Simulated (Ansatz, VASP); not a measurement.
# K3SbI: VASP beside Ansatz

```xyz
5
Lattice="5.1579 0.0000 0.0000 0.0000 5.1579 0.0000 0.0000 0.0000 7.5527" Properties=species:S:1:pos:R:3 pbc="T T T"
K     0.0000    2.5790    0.0000
K     2.5790    0.0000    0.0000
K     2.5790    2.5790    3.7764
Sb    0.0000    0.0000    3.7764
I     0.0000    0.0000    0.0000
```

Alike in both runs: task single point; functional PBE; k mesh 4 × 4 × 2; occupations gaussian, width 0.1 eV; no spin polarisation.

|  | VASP | Ansatz |
| --- | --- | --- |
| version | VASP 6.6.1 | Ansatz 0.2.0 |
| potentials or method | VASP PAW PBE potentials, release 64 (K_sv, Sb, I) | scalar-relativistic, plane waves, PAW |
| plane-wave cutoff (eV) | 520 | 420 |
| valence electrons in the cell | 39 | 59 |

Ansatz gave:

| Quantity | Value |
| --- | --- |
| gap on the k mesh at the Fermi level (eV) | none |
| pressure (GPa) | 12.3 |
| largest component of the traceless stress (GPa) | 15.17 |

Task: What did VASP give for the same quantities?

Result: gap on the k mesh at the Fermi level (eV): none; pressure (GPa): 12.4; largest component of the traceless stress (GPa): 15.32.

A gap of «none» marks a metal or a gap that the smearing closes. The two sets of potentials don't hold the same shells in valence.

Caveats: the k mesh is coarse (spacing up to 0.42 Å⁻¹), so the values aren't converged; an odd number of electrons without spin polarisation forces a metal; a magnetic or distorted state may lie lower. The runs have no spin-orbit coupling, so splittings on I, Sb are missing.
